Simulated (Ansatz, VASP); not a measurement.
# Cross-check of Rh (Rh(111) film of 2 layers) between VASP and Ansatz, part 2 of 2

Wanted: the spread between two codes on one cell, functional and k mesh. The cell is taken from a series of runs on this material, whose earlier steps may have relaxed, scaled, displaced or heated it; both programs get it as it stands.

VASP 6.6.1 and Ansatz 0.2.0.

So far: The structure; Ansatz: zone-centre phonons, PBEsol.

## Step 3: VASP: zone-centre phonons, PBEsol

Level of this step: PBEsol; plane waves and PAW (Rh_pv) (VASP).

The same cell, functional, mesh and smearing now go to VASP, with its own data sets.

Lines of VASP's logs that name or quote its potential files are left out, and so is its time.

INCAR

```
SYSTEM = Rh
PREC = Accurate
ENCUT = 500
EDIFF = 1E-08
NELM = 120
ISMEAR = 1
SIGMA = 0.2
LREAL = .FALSE.
ALGO = Normal
GGA = PS
NBANDS = 21
LASPH = .TRUE.
LORBIT = 11
LWAVE = .FALSE.
LCHARG = .FALSE.
ISIF = 2
IBRION = 8
GGA_COMPAT = .FALSE.
NELMDL = -8
KPAR = 2
```

POSCAR

```
Rh
1.0
    2.5987214349     -0.0000027919      0.0000000000
   -1.2993582996      2.2505601759      0.0000000000
    0.0000000000      0.0000000000     28.1878614963
Rh
2
Direct
    0.9999999999      1.0000000000      0.1957573961
    0.3333333333      0.6666666666      0.2723139402
```

KPOINTS

```
Automatic mesh
0
Gamma
8 8 1
0 0 0
```

Potentials, in the order of the species: Rh_pv (PBE family, release 64).

The run is started by

```bash
mpirun -np 2 vasp_std
```

Numbers of over 12 decimals in the logs are rounded to 6 here.

Output:

```text
[banner, memory and clock lines left out]
running    2 mpi-ranks, on    1 nodes
 distrk:  each k-point on    1 cores,    2 groups
 distr:  one band on    1 cores,    1 groups

 POSCAR found type information on POSCAR Rh
 POSCAR found :  1 types and       2 ions
|                                                                             |
|               ----> ADVICE to this user running VASP <----                  |
|                                                                             |
|     You enforced a specific xc type in the INCAR file but a different       |
|     [... a line on the potential file left out ...]
|     I HOPE YOU KNOW WHAT YOU ARE DOING!                                     |
|                                                                             |

 LDA part: xc-table for (Slater+PW92), standard interpolation
 POSCAR, INCAR and KPOINTS ok, starting setup
 FFT: planning ... GRIDC
 FFT: planning ... GRID_SOFT
 FFT: planning ... GRID
 WAVECAR not read
 entering main loop
       N       E                     dE             d eps       ncg     rms          rms(c)
DAV:   1     0.200685192556E+03    0.20069E+03   -0.17731E+04   572   0.114E+03
DAV:   2    -0.984454258039E+01   -0.21053E+03   -0.20361E+03   499   0.314E+02
DAV:   3    -0.154286826572E+02   -0.55841E+01   -0.52998E+01   483   0.522E+01
DAV:   4    -0.155148723217E+02   -0.86190E-01   -0.85728E-01   583   0.653E+00
DAV:   5    -0.155163130702E+02   -0.14407E-02   -0.14407E-02   491   0.697E-01
DAV:   6    -0.155163865871E+02   -0.73517E-04   -0.73517E-04   640   0.133E-01
DAV:   7    -0.155163884249E+02   -0.18378E-05   -0.18378E-05   504   0.150E-02
DAV:   8    -0.155163885806E+02   -0.15571E-06   -0.15542E-06   522   0.299E-03    0.147E+01
DAV:   9    -0.145530617021E+02    0.96333E+00   -0.31882E+00   480   0.167E+01    0.530E+00
DAV:  10    -0.144897935550E+02    0.63268E-01   -0.17997E-01   453   0.308E+00    0.176E+00
DAV:  11    -0.144780336960E+02    0.11760E-01   -0.85268E-03   481   0.109E+00    0.245E-01
DAV:  12    -0.144764037005E+02    0.16300E-02   -0.19450E-03   473   0.365E-01    0.774E-02
DAV:  13    -0.144759541954E+02    0.44951E-03   -0.44869E-04   468   0.170E-01    0.376E-02
DAV:  14    -0.144758782862E+02    0.75909E-04   -0.31395E-04   455   0.101E-01    0.310E-02
[...]
DAV:  20    -0.144767008567E+02   -0.33867E-04   -0.18283E-06   450   0.280E-03    0.516E-04
DAV:  21    -0.144767185499E+02   -0.17693E-04   -0.10479E-06   422   0.212E-03    0.230E-04
DAV:  22    -0.144767238920E+02   -0.53420E-05   -0.16764E-07   393   0.860E-04    0.142E-04
DAV:  23    -0.144767253471E+02   -0.14552E-05   -0.23529E-08   330   0.395E-04    0.616E-05
DAV:  24    -0.144767256865E+02   -0.33937E-06   -0.19861E-09   326   0.160E-04    0.212E-05
DAV:  25    -0.144767257872E+02   -0.10071E-06   -0.93389E-10   316   0.791E-05    0.713E-06
DAV:  26    -0.144767258081E+02   -0.20905E-07    0.22198E-10   320   0.414E-05    0.334E-06
DAV:  27    -0.144767258105E+02   -0.23992E-08    0.39885E-10   300   0.223E-05
   1 F= -.14476726E+02 E0= -.14476553E+02  d E =-.518006E-03
 Linear response reoptimize wavefunctions to high precision
DAV:   1    -0.144767258119E+02   -0.14124E-08    0.42135E-10   280   0.116E-05
DAV:   2    -0.144767258119E+02    0.32742E-10    0.43588E-10   305   0.561E-06
 Linear response DOF=           2
 Linear response progress:
  Degree of freedom:   1/  2
       N       E                     dE             d eps       ncg     rms          rms(c)
RMM:   1    -0.345316759489E+00   -0.34532E+00    0.24701E+01  1446   0.798E+01
RMM:   2    -0.473580531986E+00   -0.12826E+00   -0.14530E-01  2187   0.326E+00    0.139E-01
RMM:   3    -0.472967075955E+00    0.61346E-03   -0.39149E-03  2322   0.439E-01    0.666E-02
RMM:   4    -0.471906279781E+00    0.10608E-02   -0.59296E-04  2415   0.179E-01    0.215E-02
RMM:   5    -0.471770911489E+00    0.13537E-03   -0.97966E-05  2518   0.630E-02    0.445E-02
RMM:   6    -0.471692719533E+00    0.78192E-04   -0.71161E-05  2314   0.353E-02    0.103E-02
RMM:   7    -0.471671340895E+00    0.21379E-04   -0.71761E-05  2353   0.152E-02    0.143E-03
RMM:   8    -0.471674898809E+00   -0.35579E-05   -0.61461E-05  2814   0.622E-03    0.733E-04
RMM:   9    -0.471682373121E+00   -0.74743E-05   -0.42093E-05  2592   0.194E-03    0.491E-04
RMM:  10    -0.471687490530E+00   -0.51174E-05   -0.25051E-05  2527   0.102E-03    0.704E-05
RMM:  11    -0.471687191022E+00    0.29951E-06   -0.19251E-05  2846   0.554E-04    0.336E-05
RMM:  12    -0.471687217255E+00   -0.26233E-07   -0.11961E-05  2768   0.313E-04    0.125E-05
RMM:  13    -0.471687209633E+00    0.76224E-08   -0.79212E-06  2642   0.210E-04    0.523E-06
RMM:  14    -0.471687255876E+00   -0.46243E-07   -0.59489E-06  2627   0.145E-04    0.571E-06
RMM:  15    -0.471687400875E+00   -0.14500E-06   -0.38360E-06  2382   0.110E-04    0.212E-06
RMM:  16    -0.471687341918E+00    0.58957E-07   -0.23164E-06  2461   0.774E-05    0.299E-06
RMM:  17    -0.471687362361E+00   -0.20443E-07   -0.21011E-06  2532   0.561E-05    0.289E-06
RMM:  18    -0.471687359588E+00    0.27730E-08   -0.13354E-06  2079   0.412E-05    0.377E-06
RMM:  19    -0.471687364550E+00   -0.49616E-08   -0.85336E-07  2058   0.315E-05    0.401E-06
RMM:  20    -0.471687372208E+00   -0.76577E-08   -0.53407E-07  2139   0.248E-05    0.401E-06
RMM:  21    -0.471687365107E+00    0.71007E-08   -0.38028E-07  1961   0.198E-05    0.465E-06
RMM:  22    -0.471687376692E+00   -0.11585E-07   -0.26178E-07  2147   0.164E-05    0.439E-06
 first order change of Fermi-energy   0.30360E-03
 force on displaced ion       1 direction 1 :  -2.257   0.000  -0.001
 Linear response progress:
  Degree of freedom:   2/  2
       N       E                     dE             d eps       ncg     rms          rms(c)
RMM:   1    -0.544685654270E+00   -0.54469E+00    0.28124E+01   427   0.813E+01
RMM:   2    -0.686791474839E+00   -0.14211E+00   -0.17012E-01   648   0.342E+00    0.286E-01
RMM:   3    -0.689740040603E+00   -0.29486E-02   -0.58385E-03   680   0.556E-01    0.512E-01
RMM:   4    -0.687403311440E+00    0.23367E-02   -0.28131E-03   677   0.385E-01    0.206E-01
RMM:   5    -0.687066857341E+00    0.33645E-03   -0.45113E-04   715   0.182E-01    0.822E-02
RMM:   6    -0.686869723253E+00    0.19713E-03   -0.11194E-04   728   0.674E-02    0.114E-02
RMM:   7    -0.686837575151E+00    0.32148E-04   -0.17792E-05   761   0.282E-02    0.659E-03
RMM:   8    -0.686840729225E+00   -0.31541E-05   -0.36096E-06   776   0.930E-03    0.142E-03
RMM:   9    -0.686853065913E+00   -0.12337E-04   -0.27007E-06   774   0.392E-03    0.989E-04
RMM:  10    -0.686863440678E+00   -0.10375E-04   -0.14240E-06   787   0.207E-03    0.275E-04
RMM:  11    -0.686864733817E+00   -0.12931E-05   -0.89507E-07   716   0.127E-03    0.234E-04
RMM:  12    -0.686867254736E+00   -0.25209E-05   -0.16804E-07   736   0.880E-04    0.132E-04
RMM:  13    -0.686869411658E+00   -0.21569E-05   -0.24933E-07   749   0.704E-04    0.563E-05
RMM:  14    -0.686871062998E+00   -0.16513E-05    0.59393E-07   761   0.488E-04    0.418E-05
RMM:  15    -0.686870801832E+00    0.26117E-06   -0.78926E-08   746   0.325E-04    0.314E-05
RMM:  16    -0.686871136419E+00   -0.33459E-06   -0.17490E-07   737   0.203E-04    0.169E-05
RMM:  17    -0.686871183025E+00   -0.46605E-07   -0.11058E-08   772   0.146E-04    0.749E-06
RMM:  18    -0.686871164169E+00    0.18856E-07   -0.22258E-08   781   0.106E-04    0.449E-06
RMM:  19    -0.686871165867E+00   -0.16982E-08   -0.73131E-08   736   0.661E-05    0.281E-06
 first order change of Fermi-energy   0.23928E+00
 force on displaced ion       1 direction 3 :  -0.000   0.000  -8.781
 Linear response finished
```

From OUTCAR (step 3):

```text
ion  position               nearest neighbor table
   1  1.000  0.000  0.196-   2 2.63   2 2.63   2 2.63
   2  0.333  0.667  0.272-   1 2.63   1 2.63   1 2.63

  LATTYP: Found a hexagonal cell.
 ALAT       =     2.5987214349
 C/A-ratio  =    10.8468191772

 Subroutine GETGRP returns: Found 12 space group operations
 (whereof  6 operations were pure point group operations)

The static configuration has the point symmetry C_3v.
 The point group associated with its full space group is D_3d.

 Found     10 irreducible k-points:

   k-points           NKPTS =     10   k-points in BZ     NKDIM =     10   number of bands    NBANDS=     21

   dimension x,y,z NGX =    20 NGY =   20 NGZ =  210
   dimension x,y,z NGXF=    40 NGYF=   40 NGZF=  420

   ENCUT  =  500.0 eV  36.75 Ry    6.06 a.u.   4.74  4.74 51.39*2*pi/ulx,y,z

   NELECT =      30.0000    total number of electrons

 k-points in reciprocal lattice and weights: Automatic mesh
   0.00000000  0.00000000  0.00000000       0.016
   0.12500000  0.00000000  0.00000000       0.094
   0.25000000  0.00000000  0.00000000       0.094
   0.37500000  0.00000000  0.00000000       0.094
   0.50000000  0.00000000  0.00000000       0.047
   0.12500000  0.12500000  0.00000000       0.094
   0.25000000  0.12500000  0.00000000       0.188
   0.37500000  0.12500000  0.00000000       0.188
   0.25000000  0.25000000  0.00000000       0.094
   0.37500000  0.25000000  0.00000000       0.094

 average (electrostatic) potential at core
       1 -84.6189       2 -84.6189

  Total       -0.0449957     -0.0449957      0.3780259      0.0000000      0.0000000     -0.0000000
  in kB       -0.4372903     -0.4372903      3.6738373      0.0000000      0.0000000     -0.0000000
  external PRESSURE =       0.9330856 kB  Pullay stress =       0.0000000 kB

  energy-cutoff  :      500.00
  volume of cell :      164.86
      direct lattice vectors                 reciprocal lattice vectors
     2.598721435 -0.000002792  0.000000000     0.384804853  0.222166634  0.000000000
    -1.299358300  2.250560176  0.000000000     0.000000477  0.444334096  0.000000000
     0.000000000  0.000000000 28.187861496     0.000000000  0.000000000  0.035476263

 POSITION                                       TOTAL-FORCE (eV/Angst)
 -----------------------------------------------------------------------------------
      2.59872     -0.00000      5.51798        -0.000000      0.000000     -0.179726
      0.00000      1.50037      7.67595         0.000000     -0.000000      0.179726
 -----------------------------------------------------------------------------------
    total drift:                                0.000000      0.000000     -0.000121

 Eigenvectors and eigenvalues of the dynamical matrix
 ----------------------------------------------------

   1 f  =    6.458346 THz    40.578982 2PiTHz  215.427218 cm-1    26.709559 meV
             X         Y         Z           dx          dy          dz
      2.598721 -0.000003  5.517982     0.000000    0.000000   -0.707107
      0.000002  1.500373  7.675948     0.000000    0.000000    0.707107

   2 f  =    3.274245 THz    20.572689 2PiTHz  109.217062 cm-1    13.541184 meV
             X         Y         Z           dx          dy          dz
      2.598721 -0.000003  5.517982     0.703853   -0.067756    0.000000
      0.000002  1.500373  7.675948    -0.703853    0.067756    0.000000

   3 f  =    3.274245 THz    20.572689 2PiTHz  109.217062 cm-1    13.541184 meV
             X         Y         Z           dx          dy          dz
      2.598721 -0.000003  5.517982    -0.067756   -0.703853    0.000000
      0.000002  1.500373  7.675948     0.067756    0.703853    0.000000

   4 f  =    0.000000 THz     0.000000 2PiTHz    0.000000 cm-1     0.000000 meV
             X         Y         Z           dx          dy          dz
      2.598721 -0.000003  5.517982     0.000000   -0.000000    0.707107
      0.000002  1.500373  7.675948     0.000000    0.000000    0.707107

   5 f/i=    0.000000 THz     0.000000 2PiTHz    0.000001 cm-1     0.000000 meV
             X         Y         Z           dx          dy          dz
      2.598721 -0.000003  5.517982     0.062622    0.704328    0.000000
      0.000002  1.500373  7.675948     0.062622    0.704328    0.000000

   6 f/i=    0.000000 THz     0.000000 2PiTHz    0.000001 cm-1     0.000000 meV
             X         Y         Z           dx          dy          dz
      2.598721 -0.000003  5.517982    -0.704328    0.062622    0.000000
      0.000002  1.500373  7.675948    -0.704328    0.062622    0.000000

 ELASTIC MODULI CONTR FROM IONIC RELAXATION (kBar)
 Direction    XX          YY          ZZ          XY          YZ          ZX
 --------------------------------------------------------------------------------
 XX         -99.1619    -86.7163   -189.5878      0.0000     24.2368      0.0000
 YY         -86.7163    -99.1619   -189.5878      0.0000    -24.2368     -0.0000
 ZZ        -189.5878   -189.5878   -386.7429      0.0000      0.0000      0.0000
 XY           0.0000      0.0000      0.0000     -6.2228     -0.0001     13.1387
 YZ          24.2368    -24.2368      0.0000     -0.0001    -94.3986      0.0000
 ZX           0.0000     -0.0000      0.0000     13.1387      0.0000    -27.7410
 --------------------------------------------------------------------------------
```

## Step 4: Side by side

Known differences besides the potentials themselves: Ansatz cuts the interaction across the vacuum, VASP repeats the sheet without a dipole correction; VASP's run holds the zone centre alone; the data sets hold 34 valence electrons in Ansatz (on its PAW soft_1 files) and 30 in VASP; the cutoff is 420 eV in Ansatz and 500 eV in VASP; Ansatz makes its cores anew for this functional, VASP keeps those of its PBE data sets. Total energies have different zeros and are not compared.

Both answers:

```
                  quantity  Ansatz   VASP  difference
optical mode 1 to 2 (cm⁻¹)   109.4  109.2     +0.20 %
     optical mode 3 (cm⁻¹)   215.6  215.4     +0.09 %
```

Modes are paired by rising frequency, not by their patterns, so a pair may set unlike modes beside each other; they are those without the splitting of longitudinal modes. Where the cell holds vacuum, a pressure given here is an average over it and none of the material.

## Step 5: Results

* r.m.s. difference of the optical zone-centre modes, each program's sorted by frequency (zone-centre phonons, PBEsol): 0.22 cm⁻¹

**Reading.** The r.m.s. difference of the optical zone-centre modes, each program's sorted by frequency is 0.22 cm⁻¹ (zone-centre phonons, PBEsol). The data sets hold unlike numbers of valence electrons (34 in Ansatz and 30 in VASP), so part of the differences may come from the potentials. How closely two codes agree says nothing of how well the functional describes the real material.

[Lines on the potential files, build, host, timing and source positions are cut from VASP's logs without a mark.]

[Logs are printed without paths, hosts, clocks, repeated set-up lines and the standing remarks that a program may print on its own settings, such as how far it seeks lower states.]

[Hosts, paths, dates, database ids (printed as entryN), source tags and the programs' standing remarks are cut or masked in the printed files.]
